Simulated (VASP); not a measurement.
# Zr2CdO (P4/mmm) in VASP: reference runs

Reference runs on Zr2CdO: the cell as given.

Everything below comes from runs of VASP 6.6.1. Logs are shortened: lines on timing, memory, paths and dates and some standing lists are left out, and cuts for length are marked.

**1. The crystal as given**

Symmetry: P4/mmm, No. 123, tetragonal system. Conventional cell: a = 4.913 Å, b = 4.913 Å, c = 2.962 Å, α = 90.00°, β = 90.00°, γ = 90.00°. Around Zr (site symmetry mmm) lie 4 Cd at 2.87 Å and 4 O at 2.87 Å and 2 Zr at 2.96 Å. Around Cd (site symmetry 4/mmm) lie 8 Zr at 2.87 Å and 2 Cd at 2.96 Å. O (site symmetry 4/mmm) is surrounded by 8 Zr at 2.87 Å and 2 O at 2.96 Å.

The cell was built by a generator and needn't be a form met in nature.

**2. Single point, PBE**

INCAR reads:

```
PREC = Accurate
ENCUT = 520
EDIFF = 1E-7
ISMEAR = -1
SIGMA = 0.05
LREAL = F
LASPH = T
NELM = 80
ALGO = Normal
ISIF = 2
LWAVE = F
LCHARG = F
GGA = PE
NBANDS = 29
```

KPOINTS reads:

```
regular mesh
0
Gamma
  6 6 9
```

POSCAR reads:

```
Zr2CdO
1.0
    4.9128000000      0.0000000000      0.0000000000
    0.0000000000      4.9128000000      0.0000000000
    0.0000000000      0.0000000000      2.9615800000
Zr Cd O
2 1 1
Direct
    0.0000000000      0.5000000000      0.5000000000
    0.5000000000      0.0000000000      0.5000000000
    0.5000000000      0.5000000000      0.0000000000
    0.0000000000      0.0000000000      0.0000000000
```

Potentials or basis: VASP PAW PBE potentials, release 64 (Zr_sv, Cd, O).

Launch:

```console
$ cat potpaw_PBE.64/Zr_sv/POTCAR potpaw_PBE.64/Cd/POTCAR potpaw_PBE.64/O/POTCAR > POTCAR
$ mpirun -np 1 vasp_std > vasp.out
```

OUTCAR:

```text
PREC = Accurate
   ENCUT = 520
   EDIFF = 1E-7
   ISMEAR = -1
   LREAL = F
   LASPH = T
   NELM = 80
   ISIF = 2
   GGA = PE

 ion  position               nearest neighbor table
   1  0.000  0.500  0.500-   3 2.87   4 2.87   3 2.87   4 2.87   4 2.87   4 2.87   3 2.87   3 2.87
                             2 3.47   2 3.47   2 3.47   2 3.47
   2  0.500  0.000  0.500-   3 2.87   4 2.87   3 2.87   4 2.87   3 2.87   3 2.87   4 2.87   4 2.87
                             1 3.47   1 3.47   1 3.47   1 3.47
   3  0.500  0.500  0.000-   1 2.87   2 2.87   1 2.87   2 2.87   2 2.87   2 2.87   1 2.87   1 2.87

   4  0.000  0.000  0.000-   1 2.87   2 2.87   1 2.87   2 2.87   1 2.87   1 2.87   2 2.87   2 2.87

  LATTYP: Found a simple tetragonal cell.
 ALAT       =     4.9128000000
 C/A-ratio  =     0.6028293438

  Lattice vectors:

 A1 = (   4.9128000000,   0.0000000000,   0.0000000000)
 A2 = (   0.0000000000,   4.9128000000,   0.0000000000)
 A3 = (   0.0000000000,   0.0000000000,   2.9615800000)

Analysis of symmetry for initial positions (statically):
=====================================================================
 Subroutine PRICEL returns:
 Original cell was already a primitive cell.

 Routine SETGRP: Setting up the symmetry group for a
 simple tetragonal supercell.

 Subroutine GETGRP returns: Found 16 space group operations
 (whereof 16 operations were pure point group operations)
 out of a pool of 16 trial point group operations.

The static configuration has the point symmetry D_4h.

Analysis of symmetry for dynamics (positions and initial velocities):
=====================================================================
 Subroutine PRICEL returns:
 Original cell was already a primitive cell.

 Routine SETGRP: Setting up the symmetry group for a
 simple tetragonal supercell.

 Subroutine GETGRP returns: Found 16 space group operations
 (whereof 16 operations were pure point group operations)
 out of a pool of 16 trial point group operations.

The dynamic configuration has the point symmetry D_4h.

 Subroutine INISYM returns: Found 16 space group operations
 (whereof 16 operations are pure point group operations),
 and found     1 'primitive' translations

----------------------------------------------------------------------------------------

                                     Primitive cell

  volume of cell :      71.4795

  direct lattice vectors                    reciprocal lattice vectors
     4.912800000  0.000000000  0.000000000     0.203549910  0.000000000  0.000000000
     0.000000000  4.912800000  0.000000000     0.000000000  0.203549910  0.000000000
     0.000000000  0.000000000  2.961580000     0.000000000  0.000000000  0.337657602

  length of vectors
     4.912800000  4.912800000  2.961580000     0.203549910  0.203549910  0.337657602

  position of ions in fractional coordinates (direct lattice)
     0.000000000  0.500000000  0.500000000
     0.500000000  0.000000000  0.500000000
     0.500000000  0.500000000  0.000000000
     0.000000000  0.000000000  0.000000000

  ion indices of the primitive-cell ions
   primitive index   ion index
                 1           1
                 2           2
                 3           3
                 4           4

----------------------------------------------------------------------------------------

 KPOINTS: regular mesh

Automatic generation of k-mesh.
 Grid dimensions read from file:
 generate k-points for:    6    6    9

 Generating k-lattice:

  Cartesian coordinates                     Fractional coordinates (reciprocal lattice)
     0.033924985  0.000000000  0.000000000     0.166666667  0.000000000  0.000000000
     0.000000000  0.033924985  0.000000000     0.000000000  0.166666667  0.000000000
     0.000000000  0.000000000  0.037517511     0.000000000  0.000000000  0.111111111

  Length of vectors
     0.033924985  0.033924985  0.037517511

  Shift w.r.t. Gamma in fractional coordinates (k-lattice)
     0.000000000  0.000000000  0.000000000

 Subroutine IBZKPT returns following result:
 ===========================================

 Found     50 irreducible k-points:

 Following reciprocal coordinates:
            Coordinates               Weight
  0.000000  0.000000  0.000000      1.000000
  0.166667  0.000000  0.000000      4.000000
  0.333333  0.000000  0.000000      4.000000
  0.500000  0.000000  0.000000      2.000000
  0.166667  0.166667  0.000000      4.000000
  0.333333  0.166667  0.000000      8.000000
[... 16 lines left out ...]
  0.333333  0.000000  0.222222      8.000000
  0.500000  0.000000  0.222222      4.000000
 [... further k-points ...]
   k-points           NKPTS =     50   k-points in BZ     NKDIM =     50   number of bands    NBANDS=     29
   number of dos      NEDOS =    301   number of ions     NIONS =      4
   total plane-waves  NPLWV =  38400
   dimension x,y,z NGX =    40 NGY =   40 NGZ =   24
   dimension x,y,z NGXF=    80 NGYF=   80 NGZF=   48
   ions per type =               2   1   1
   NGX,Y,Z   is equivalent  to a cutoff of  13.54, 13.54, 13.47 a.u.
   NGXF,Y,Z  is equivalent  to a cutoff of  27.07, 27.07, 26.94 a.u.
 SYSTEM =  unknown system
   PREC   = accura    normal or accurate (medium, high low for compatibility)
   ISTART =      0    job   : 0-new  1-cont  2-samecut
   ICHARG =      2    charge: 1-file 2-atom 10-const
   ISPIN  =      1    spin polarized calculation?
   LNONCOLLINEAR =      F non collinear calculations
   LSORBIT =      F    spin-orbit coupling
   LASPH  =      T    aspherical Exc in radial PAW
   ENCUT  =  520.0 eV  38.22 Ry    6.18 a.u.   9.13  9.13  5.51*2*pi/ulx,y,z
   NELM   =     80;   NELMIN=  2; NELMDL= -5     # of ELM steps
   EDIFF  = 0.1E-06   stopping-criterion for ELM
   LREAL  =      F    real-space projection
   EDIFFG = 0.1E-05   stopping-criterion for IOM
   NSW    =      0    number of steps for IOM
   IBRION =     -1    ionic relax: 0-MD 1-quasi-New 2-CG
   NFREE  =      0    steps in history (QN), initial steepest desc. (CG)
   ISIF   =      2    stress and relaxation
   ISYM   =      2    0-nonsym 1-usesym 2-fastsym
   POTIM  = 0.5000    time-step for ionic-motion
   TEBEG  =    0.0;   TEEND  =   0.0 temperature during run
   PSTRESS=    0.0 pullay stress
   NELECT =      42.0000    total number of electrons
   NUPDOWN=      -1.0000    fix difference up-down
   EMIN   =  10.00;   EMAX   =-10.00  energy-range for DOS
   EFERMI =   0.00;   METHOD = LEGACY
   ISMEAR =    -1;   SIGMA  =   0.05  broadening in eV -4-tet -1-fermi 0-gaus
   EFERMI_NEDOS =   21; number of points for ismear=-14 and -15
   IALGO  =     38    algorithm
   IMIX   =      4    mixing-type and parameters
     AMIX     =   0.40;   BMIX     =  1.00
     AMIX_MAG =   1.60;   BMIX_MAG =  1.00
  volume/ion in A,a.u.               =      17.87       120.59
  Fermi-wavevector in a.u.,A,eV,Ry     =   1.371189  2.591172 25.581127  1.880160
  Thomas-Fermi vector in A             =   2.496908
   LORBIT       =      0    0 simple, 1 ext, 2 COOP (PROOUT), +10 PAW based schemes
   GGA     = PE    functional components
   LHFCALC =     F    Hartree Fock is set to
   AEXX    =    0.0000 exact exchange contribution
   IVDW    =     0    specifies the selected vdW correction
   LEPSILON=     F    determine dielectric tensor
   LRPA    =     F    only Hartree local field effects (RPA)
 non-spin polarized calculation
  energy-cutoff  :      520.00
  volume of cell :       71.48
 maximum number of plane-waves:      1946
 NGX is ok and might be reduce to    40
   NGX = 19   NGY = 19   NGZ = 11

 number of electron      41.9999999 magnetization

 Free energy of the ion-electron system (eV)
  ---------------------------------------------------
  ext. energy  EPLUGINS =         0.00000000
  ---------------------------------------------------
  free energy    TOTEN  =       -23.86943210 eV

  energy without entropy =      -23.84427574  energy(sigma->0) =      -23.85685392

 E-fermi :   7.3976     XC(G=0): -11.3681

 val. band max:        7.3880365649   @ k =   0.3333   0.3333   0.2222
 cond. band min:       7.4277649345   @ k =   0.3333   0.0000   0.3333
 fundamental gap:      0.0397283696
 Fermi energy:         7.3975588413

 k-point     1 :       0.0000    0.0000    0.0000
  band No.  band energies     occupation
      1     -41.9707      2.00000
      2     -41.9350      2.00000
      3     -20.1647      2.00000
      4     -20.1647      2.00000
      5     -19.9218      2.00000
      6     -19.9218      2.00000
[... 21 lines left out ...]
     28      11.0337      0.00000
     29      11.2482      0.00000

 k-point     2 :       0.1667    0.0000    0.0000
  band No.  band energies     occupation
      1     -41.9682      2.00000
      2     -41.9373      2.00000
      3     -20.1553      2.00000
      4     -20.1515      2.00000
      5     -19.9408      2.00000
      6     -19.9357      2.00000
[... 21 lines left out ...]
     28      11.1512      0.00000
     29      11.1845      0.00000

 k-point     3 :       0.3333    0.0000    0.0000
  band No.  band energies     occupation
      1     -41.9615      2.00000
      2     -41.9436      2.00000
      3     -20.1287      2.00000
      4     -20.1179      2.00000
      5     -19.9867      2.00000
      6     -19.9708      2.00000
[... 21 lines left out ...]
     28      11.0192      0.00000
     29      11.1302      0.00000

 k-point     4 :       0.5000    0.0000    0.0000
  band No.  band energies     occupation
      1     -41.9528      2.00000
      2     -41.9521      2.00000
      3     -20.1054      2.00000
      4     -20.0927      2.00000
      5     -20.0196      2.00000
      6     -19.9967      2.00000
[... 597 lines left out ...]
     28      10.4438      0.00000
     29      11.2853      0.00000

 k-point    23 :       0.3333    0.0000    0.2222
  band No.  band energies     occupation
      1     -41.9151      2.00000
      2     -41.8978      2.00000
      3     -20.0765      2.00000
      4     -20.0691      2.00000
      5     -19.9343      2.00000
      6     -19.9260      2.00000
[... 21 lines left out ...]
     28      10.2254      0.00000
     29      10.6356      0.00000

 k-point    24 :       0.5000    0.0000    0.2222
  band No.  band energies     occupation
      1     -41.9065      2.00000
      2     -41.9063      2.00000
      3     -20.0548      2.00000
      4     -20.0447      2.00000
      5     -19.9613      2.00000
      6     -19.9510      2.00000
[... 21 lines left out ...]
     28      10.2199      0.00000
     29      10.4476      0.00000

 [... further k-points ...]

------------------------ aborting loop because EDIFF is reached ----------------------------------------

  FORCE on cell =-STRESS in cart. coord.  units (eV):
  Direction    XX          YY          ZZ          XY          YZ          ZX
  --------------------------------------------------------------------------------------
  -------------------------------------------------------------------------------------
  Total        0.0381913      0.0381913      0.4821791      0.0000000      0.0000000      0.0000000
  in kB        0.8560378      0.8560378     10.8078018      0.0000000      0.0000000      0.0000000
  external PRESSURE =       4.1732924 kB  Pullay stress =       0.0000000 kB

 VOLUME and BASIS-vectors are now :
 -----------------------------------------------------------------------------
  energy-cutoff  :      520.00
  volume of cell :       71.48
      direct lattice vectors                 reciprocal lattice vectors
     4.912800000  0.000000000  0.000000000     0.203549910  0.000000000  0.000000000
     0.000000000  4.912800000  0.000000000     0.000000000  0.203549910  0.000000000
     0.000000000  0.000000000  2.961580000     0.000000000  0.000000000  0.337657602

 POSITION                                       TOTAL-FORCE (eV/Angst)
 -----------------------------------------------------------------------------------
      0.00000      2.45640      1.48079         0.000000      0.000000      0.000000
      2.45640      0.00000      1.48079         0.000000      0.000000      0.000000
      2.45640      2.45640      0.00000         0.000000      0.000000      0.000000
      0.00000      0.00000      0.00000         0.000000      0.000000      0.000000
 -----------------------------------------------------------------------------------
    total drift:                               -0.000000      0.000000     -0.000000

  FREE ENERGIE OF THE ION-ELECTRON SYSTEM (eV)
  ---------------------------------------------------
  free  energy   TOTEN  =       -23.8694321022 eV

  energy  without entropy=      -23.8442757389  energy(sigma->0) =      -23.85685392
```

Run time: 1.8 min. Hardware: 1 thread of Intel Xeon Platinum 8488C (Sapphire Rapids), shared host; peak memory 0.24 GiB.

What came out:

```yaml
Free_energy: -23.8694 eV
Pressure: 0.4 GPa
Band_gap_on_the_k_mesh: none (metal or under the smearing width)
```

Levels at points of the mesh, in eV from the Fermi level:
| k point | band 18 | band 19 | band 20 | band 21 | band 22 | band 23 | band 24 | band 25 |
| --- | --- | --- | --- | --- | --- | --- | --- | --- |
| (0.00, 0.00, 0.00) | -1.71 | -1.47 | -1.36 | -1.07 | 0.29 | 1.40 | 1.40 | 2.71 |
| (0.50, 0.00, 0.00) | -3.02 | -1.84 | -1.31 | -1.05 | -0.79 | 1.08 | 1.28 | 2.71 |
| (0.50, 0.50, 0.00) | -1.98 | -1.88 | -1.88 | -1.33 | -1.33 | 2.04 | 2.28 | 2.28 |
